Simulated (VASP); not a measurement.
Output of a VASP run:

**OUTCAR**
```
 ion  position               nearest neighbor table
   1  0.500  0.000  0.000-  32 2.49  46 2.49  54 2.49  62 2.49
   2  0.750  0.250  0.000-  32 2.49  33 2.49  44 2.49  55 2.49
   3  0.750  0.000  0.250-  32 2.49  34 2.49  38 2.49  49 2.49
   4  0.000  0.000  0.000-  35 2.49  38 2.49  44 2.49  63 2.49
   5  0.250  0.250  0.000-  35 2.49  36 2.49  54 2.49  60 2.49
   6  0.500  0.500  0.000-  36 2.49  37 2.49  55 2.49  61 2.49
   7  0.750  0.750  0.000-  37 2.49  38 2.49  56 2.49  62 2.49
   8  0.250  0.000  0.250-  35 2.49  39 2.49  46 2.49  57 2.49
   9  0.500  0.250  0.250-  32 2.49  36 2.49  39 2.49  40 2.55
  10  0.750  0.500  0.250-  40 2.49  37 2.49  33 2.49  41 2.49
  11  0.500  0.000  0.500-  39 2.49  42 2.49  49 2.49  59 2.49
  12  0.750  0.250  0.500-  34 2.49  42 2.49  43 2.49  40 2.50
  13  0.750  0.000  0.750-  42 2.49  44 2.49  53 2.49  62 2.49
  14  0.000  0.500  0.000-  33 2.49  45 2.49  56 2.49  60 2.49
  15  0.250  0.750  0.000-  45 2.49  46 2.49  61 2.49  63 2.49
  16  0.000  0.250  0.250-  33 2.49  34 2.49  35 2.49  47 2.49
  17  0.250  0.500  0.250-  36 2.49  45 2.49  47 2.49  48 2.51
  18  0.500  0.750  0.250-  48 2.48  46 2.49  37 2.49  49 2.49
  19  0.000  0.000  0.500-  34 2.49  50 2.49  53 2.49  57 2.49
  20  0.250  0.250  0.500-  39 2.49  47 2.49  50 2.49  51 2.54
  21  0.750  0.750  0.500-  41 2.49  49 2.49  53 2.49  52 2.54
  22  0.250  0.000  0.750-  50 2.49  54 2.49  59 2.49  63 2.49
  23  0.500  0.250  0.750-  42 2.49  54 2.49  55 2.49  51 2.51
  24  0.750  0.500  0.750-  52 2.46  43 2.49  55 2.49  56 2.49
  25  0.000  0.750  0.250-  38 2.49  41 2.49  45 2.49  57 2.49
  26  0.000  0.500  0.500-  41 2.49  43 2.49  47 2.49  58 2.49
  27  0.250  0.750  0.500-  48 2.49  57 2.49  58 2.49  59 2.49
  28  0.000  0.250  0.750-  43 2.49  44 2.49  50 2.49  60 2.49
  29  0.250  0.500  0.750-  51 2.46  58 2.49  60 2.49  61 2.49
  30  0.500  0.750  0.750-  52 2.49  59 2.49  61 2.49  62 2.49
  31  0.000  0.750  0.750-  53 2.49  56 2.49  58 2.49  63 2.49
  32  0.625  0.125  0.125-   1 2.49   2 2.49   3 2.49   9 2.49
  33  0.875  0.375  0.125-   2 2.49  10 2.49  14 2.49  16 2.49
  34  0.875  0.125  0.375-   3 2.49  12 2.49  16 2.49  19 2.49
  35  0.125  0.125  0.125-   4 2.49   5 2.49   8 2.49  16 2.49
  36  0.375  0.375  0.125-   5 2.49   6 2.49   9 2.49  17 2.49
  37  0.625  0.625  0.125-   6 2.49   7 2.49  10 2.49  18 2.49
  38  0.875  0.875  0.125-   3 2.49   4 2.49   7 2.49  25 2.49
  39  0.375  0.125  0.375-   8 2.49   9 2.49  11 2.49  20 2.49
  40  0.625  0.379  0.379-  10 2.49  12 2.50   9 2.55
  41  0.875  0.625  0.375-  10 2.49  21 2.49  25 2.49  26 2.49
  42  0.625  0.125  0.625-  11 2.49  12 2.49  13 2.49  23 2.49
  43  0.875  0.375  0.625-  12 2.49  24 2.49  26 2.49  28 2.49
  44  0.875  0.125  0.875-   2 2.49   4 2.49  13 2.49  28 2.49
  45  0.125  0.625  0.125-  14 2.49  15 2.49  17 2.49  25 2.49
  46  0.375  0.875  0.125-   1 2.49   8 2.49  15 2.49  18 2.49
  47  0.125  0.375  0.375-  16 2.49  17 2.49  20 2.49  26 2.49
  48  0.376  0.627  0.375-  18 2.48  27 2.49  17 2.51
  49  0.625  0.875  0.375-   3 2.49  11 2.49  18 2.49  21 2.49
  50  0.125  0.125  0.625-  19 2.49  20 2.49  22 2.49  28 2.49
  51  0.376  0.379  0.626-  29 2.46  23 2.51  20 2.54
  52  0.625  0.623  0.628-  24 2.46  30 2.49  21 2.54
  53  0.875  0.875  0.625-  13 2.49  19 2.49  21 2.49  31 2.49
  54  0.375  0.125  0.875-   1 2.49   5 2.49  22 2.49  23 2.49
  55  0.625  0.375  0.875-   2 2.49   6 2.49  23 2.49  24 2.49
  56  0.875  0.625  0.875-   7 2.49  14 2.49  24 2.49  31 2.49
  57  0.125  0.875  0.375-   8 2.49  19 2.49  25 2.49  27 2.49
  58  0.125  0.625  0.625-  26 2.49  27 2.49  29 2.49  31 2.49
  59  0.375  0.875  0.625-  11 2.49  22 2.49  27 2.49  30 2.49
  60  0.125  0.375  0.875-   5 2.49  14 2.49  28 2.49  29 2.49
  61  0.375  0.625  0.875-   6 2.49  15 2.49  29 2.49  30 2.49
  62  0.625  0.875  0.875-   1 2.49   7 2.49  13 2.49  30 2.49
  63  0.125  0.875  0.875-   4 2.49  15 2.49  22 2.49  31 2.49
 Subroutine IBZKPT returns following result:
 Found      1 irreducible k-points:

 Following reciprocal coordinates:
            Coordinates               Weight
  0.000000  0.000000  0.000000      1.000000
   k-points           NKPTS =      1   k-points in BZ     NKDIM =      1   number of bands    NBANDS=    159
   number of dos      NEDOS =    301   number of ions     NIONS =     63
   total plane-waves  NPLWV = 175616
   dimension x,y,z NGX =    56 NGY =   56 NGZ =   56
   dimension x,y,z NGXF=   112 NGYF=  112 NGZF=  112
   ions per type =              31  32
   PREC   = normal    normal or accurate (medium, high low for compatibility)
   ISTART =      0    job   : 0-new  1-cont  2-samecut
   ICHARG =      2    charge: 1-file 2-atom 10-const
   ISPIN  =      2    spin polarized calculation?
...
```

**OSZICAR**
```
...
DAV:   1    -0.253585507734E+03    0.11553E+00   -0.14254E+01   636   0.581E+00    0.111E+00
RMM:   2    -0.253659858619E+03   -0.74351E-01   -0.81900E-01   636   0.131E+00    0.350E-01
RMM:   3    -0.253675413696E+03   -0.15555E-01   -0.13706E-01   674   0.550E-01    0.339E-01
RMM:   4    -0.253675641209E+03   -0.22751E-03   -0.15215E-02   655   0.197E-01    0.249E-01
RMM:   5    -0.253675294911E+03    0.34630E-03   -0.42718E-03   640   0.105E-01    0.115E-01
RMM:   6    -0.253675396161E+03   -0.10125E-03   -0.12327E-03   640   0.570E-02    0.484E-02
RMM:   7    -0.253675435015E+03   -0.38855E-04   -0.28064E-04   657   0.255E-02    0.247E-02
RMM:   8    -0.253675420885E+03    0.14131E-04   -0.87425E-05   559   0.145E-02    0.781E-03
RMM:   9    -0.253675423006E+03   -0.21216E-05   -0.44129E-05   465   0.882E-03
   8 F= -.25367542E+03 E0= -.25367453E+03  d E =-.162186E-01  mag=     3.0000
       N       E                     dE             d eps       ncg     rms          rms(c)
DAV:   1    -0.253657049073E+03    0.18372E-01   -0.79817E+00   636   0.435E+00    0.757E-01
RMM:   2    -0.253695587694E+03   -0.38539E-01   -0.42319E-01   636   0.939E-01    0.266E-01
RMM:   3    -0.253703764409E+03   -0.81767E-02   -0.73256E-02   675   0.395E-01    0.229E-01
RMM:   4    -0.253703902581E+03   -0.13817E-03   -0.82724E-03   645   0.147E-01    0.157E-01
RMM:   5    -0.253703806526E+03    0.96055E-04   -0.23918E-03   639   0.804E-02    0.674E-02
RMM:   6    -0.253703913381E+03   -0.10685E-03   -0.61469E-04   641   0.404E-02    0.272E-02
RMM:   7    -0.253703917883E+03   -0.45028E-05   -0.12707E-04   573   0.175E-02    0.157E-02
RMM:   8    -0.253703920036E+03   -0.21531E-05   -0.63777E-05   505   0.109E-02
   9 F= -.25370392E+03 E0= -.25370299E+03  d E =-.447156E-01  mag=     3.0000
       N       E                     dE             d eps       ncg     rms          rms(c)
DAV:   1    -0.253708744927E+03   -0.48270E-02   -0.51329E-01   664   0.120E+00    0.223E-01
RMM:   2    -0.253711549572E+03   -0.28046E-02   -0.32695E-02   636   0.297E-01    0.712E-02
RMM:   3    -0.253712062087E+03   -0.51251E-03   -0.50981E-03   661   0.119E-01    0.511E-02
RMM:   4    -0.253712059271E+03    0.28164E-05   -0.66337E-04   659   0.459E-02    0.321E-02
RMM:   5    -0.253712053609E+03    0.56618E-05   -0.14811E-04   616   0.218E-02    0.153E-02
RMM:   6    -0.253712055408E+03   -0.17993E-05   -0.39849E-05   459   0.111E-02
  10 F= -.25371206E+03 E0= -.25371109E+03  d E =-.813537E-02  mag=     3.0000
       N       E                     dE             d eps       ncg     rms          rms(c)
DAV:   1    -0.253712240568E+03   -0.18696E-03   -0.58431E-02   696   0.403E-01    0.758E-02
RMM:   2    -0.253712567578E+03   -0.32701E-03   -0.38097E-03   636   0.101E-01    0.250E-02
RMM:   3    -0.253712629440E+03   -0.61862E-04   -0.61001E-04   660   0.408E-02    0.181E-02
RMM:   4    -0.253712628742E+03    0.69742E-06   -0.79099E-05   516   0.159E-02
  11 F= -.25371263E+03 E0= -.25371164E+03  d E =-.870871E-02  mag=     3.0000
       N       E                     dE             d eps       ncg     rms          rms(c)
DAV:   1    -0.253713573809E+03   -0.94437E-03   -0.50403E-02   664   0.421E-01    0.810E-02
RMM:   2    -0.253713860298E+03   -0.28649E-03   -0.34729E-03   636   0.107E-01    0.258E-02
RMM:   3    -0.253713912511E+03   -0.52213E-04   -0.55168E-04   666   0.434E-02    0.166E-02
RMM:   4    -0.253713913286E+03   -0.77497E-06   -0.74773E-05   553   0.168E-02
  12 F= -.25371391E+03 E0= -.25371291E+03  d E =-.128454E-02  mag=     3.0000
```

OUTCAR:
```
------------------------ aborting loop because EDIFF is reached ----------------------------------------
  FORCE on cell =-STRESS in cart. coord.  units (eV):
  Direction    XX          YY          ZZ          XY          YZ          ZX
  --------------------------------------------------------------------------------------
  Total       -3.0196874     -3.0344888     -3.0911747      0.0502815     -0.0072125      0.0745527
  in kB       -3.1627521     -3.1782548     -3.2376264      0.0526637     -0.0075542      0.0780848
  external PRESSURE =      -3.1928778 kB  Pullay stress =       0.0000000 kB
  volume of cell :     1529.70
      direct lattice vectors                 reciprocal lattice vectors
    11.522210421  0.000000000  0.000000000     0.086788903  0.000000000  0.000000000
     0.000000000 11.522210421  0.000000000     0.000000000  0.086788903  0.000000000
     0.000000000  0.000000000 11.522210421     0.000000000  0.000000000  0.086788903
  FREE ENERGIE OF THE ION-ELECTRON SYSTEM (eV)
  ---------------------------------------------------
  free  energy   TOTEN  =      -253.7139132859 eV

  energy  without entropy=     -253.7119074042  energy(sigma->0) =     -253.71291035

 total charge

# of ion       s       p       d       tot
------------------------------------------
    1        1.073   1.125   0.120   2.318
    2        1.064   1.134   0.123   2.321
    3        1.064   1.135   0.123   2.322
    4        1.062   1.133   0.122   2.318
    5        1.064   1.135   0.123   2.322
    6        1.060   1.136   0.123   2.319
    7        1.064   1.133   0.123   2.320
    8        1.064   1.134   0.123   2.321
    9        1.068   1.118   0.119   2.306
   10        1.068   1.117   0.119   2.304
   11        1.060   1.136   0.124   2.320
   12        1.068   1.117   0.119   2.304
   13        1.064   1.134   0.123   2.321
   14        1.073   1.124   0.120   2.317
   15        1.064   1.133   0.123   2.320
   16        1.064   1.135   0.123   2.322
   17        1.068   1.119   0.119   2.306
   18        1.068   1.117   0.119   2.304
   19        1.073   1.126   0.120   2.319
   20        1.068   1.119   0.119   2.307
   21        1.068   1.119   0.119   2.306
   22        1.064   1.134   0.123   2.321
   23        1.068   1.117   0.119   2.304
   24        1.068   1.116   0.119   2.302
   25        1.064   1.135   0.123   2.321
   26        1.060   1.136   0.123   2.320
   27        1.068   1.117   0.119   2.304
   28        1.064   1.133   0.123   2.320
   29        1.068   1.116   0.119   2.302
   30        1.068   1.116   0.119   2.302
   31        1.064   1.134   0.123   2.320
   32        1.207   1.572   0.024   2.802
   33        1.207   1.571   0.024   2.802
   34        1.207   1.571   0.024   2.802
   35        1.203   1.580   0.024   2.808
   36        1.200   1.583   0.024   2.807
   37        1.201   1.582   0.023   2.806
   38        1.203   1.580   0.024   2.807
   39        1.200   1.583   0.024   2.807
   40        1.250   1.478   0.022   2.750
   41        1.200   1.582   0.023   2.806
   42        1.200   1.582   0.023   2.806
   43        1.201   1.582   0.023   2.806
   44        1.203   1.580   0.024   2.807
   45        1.207   1.571   0.024   2.802
   46        1.207   1.571   0.024   2.801
   47        1.200   1.583   0.024   2.807
   48        1.249   1.479   0.022   2.750
...
```
(Selected blocks of OUTCAR.)

File POSCAR:
```
Ga31As32
1
   11.5222104212    -0.0000000000    -0.0000000000
   -0.0000000000    11.5222104212     0.0000000000
    0.0000000000     0.0000000000    11.5222104212
Ga As
31 32
Direct
  0.5000000000   0.0000000000   0.0000000000
  0.7500000000   0.2500000000   0.0000000000
  0.7500000000   0.0000000000   0.2500000000
  0.0000000000   0.0000000000   0.0000000000
  0.2500000000   0.2500000000   0.0000000000
  0.5000000000   0.5000000000   0.0000000000
  0.7500000000   0.7500000000   0.0000000000
  0.2500000000   0.0000000000   0.2500000000
  0.5000000000   0.2500000000   0.2500000000
  0.7500000000   0.5000000000   0.2500000000
  0.5000000000   0.0000000000   0.5000000000
  0.7500000000   0.2500000000   0.5000000000
  0.7500000000   0.0000000000   0.7500000000
  0.0000000000   0.5000000000   0.0000000000
  0.2500000000   0.7500000000   0.0000000000
  0.0000000000   0.2500000000   0.2500000000
  0.2500000000   0.5000000000   0.2500000000
  0.5000000000   0.7500000000   0.2500000000
  0.0000000000   0.0000000000   0.5000000000
  0.2500000000   0.2500000000   0.5000000000
  0.7500000000   0.7500000000   0.5000000000
  0.2500000000   0.0000000000   0.7500000000
  0.5000000000   0.2500000000   0.7500000000
  0.7500000000   0.5000000000   0.7500000000
  0.0000000000   0.7500000000   0.2500000000
  0.0000000000   0.5000000000   0.5000000000
  0.2500000000   0.7500000000   0.5000000000
  0.0000000000   0.2500000000   0.7500000000
  0.2500000000   0.5000000000   0.7500000000
  0.5000000000   0.7500000000   0.7500000000
  0.0000000000   0.7500000000   0.7500000000
  0.6250000000   0.1250000000   0.1250000000
  0.8750000000   0.3750000000   0.1250000000
  0.8750000000   0.1250000000   0.3750000000
  0.1250000000   0.1250000000   0.1250000000
  0.3750000000   0.3750000000   0.1250000000
  0.6250000000   0.6250000000   0.1250000000
  0.8750000000   0.8750000000   0.1250000000
  0.3750000000   0.1250000000   0.3750000000
  0.6254130000   0.3791350000   0.3785160000
  0.8750000000   0.6250000000   0.3750000000
  0.6250000000   0.1250000000   0.6250000000
  0.8750000000   0.3750000000   0.6250000000
  0.8750000000   0.1250000000   0.8750000000
  0.1250000000   0.6250000000   0.1250000000
  0.3750000000   0.8750000000   0.1250000000
  0.1250000000   0.3750000000   0.3750000000
  0.3759360000   0.6266890000   0.3753570000
  0.6250000000   0.8750000000   0.3750000000
  0.1250000000   0.1250000000   0.6250000000
  0.3760740000   0.3791450000   0.6264650000
  0.6245300000   0.6225620000   0.6284130000
  0.8750000000   0.8750000000   0.6250000000
  0.3750000000   0.1250000000   0.8750000000
  0.6250000000   0.3750000000   0.8750000000
  0.8750000000   0.6250000000   0.8750000000
  0.1250000000   0.8750000000   0.3750000000
  0.1250000000   0.6250000000   0.6250000000
  0.3750000000   0.8750000000   0.6250000000
  0.1250000000   0.3750000000   0.8750000000
  0.3750000000   0.6250000000   0.8750000000
  0.6250000000   0.8750000000   0.8750000000
  0.1250000000   0.8750000000   0.8750000000
```

Q: Reconstruct the remaining input files.

A: One answer among several that fit: the input of the run itself, PBE GGA, plane waves, VASP's PBE PAW potentials (set 64).

### KPOINTS
```
Automatic
0
G
 1 1 1
0 0 0
```

**INCAR**
```
SYSTEM = Ga31As32
PREC = Normal
ENCUT = 400
EDIFF = 1E-5
NELM = 100
ALGO = Fast
LREAL = Auto
LASPH = .TRUE.
ISMEAR = 0
SIGMA = 0.05
GGA = PE
LMAXMIX = 4
LWAVE = .TRUE.
LCHARG = .FALSE.
NELMIN = 4
ISYM = 0
ISPIN = 2
NUPDOWN = 3
MAGMOM = 63*0.0476
LORBIT = 10
IBRION = 2
ISIF = 2
NSW = 60
EDIFFG = -0.03
```

POTCAR, in this order: Ga As (PBE.64 set). Program: vasp_gam.

The supercell is sampled at Γ alone, which is coarse: total energies, pressure and levels can be off, energies of defects by several tenths of an eV.

The cell is a supercell with a defect, built from GaAs (zinc blende): vac_Ga.
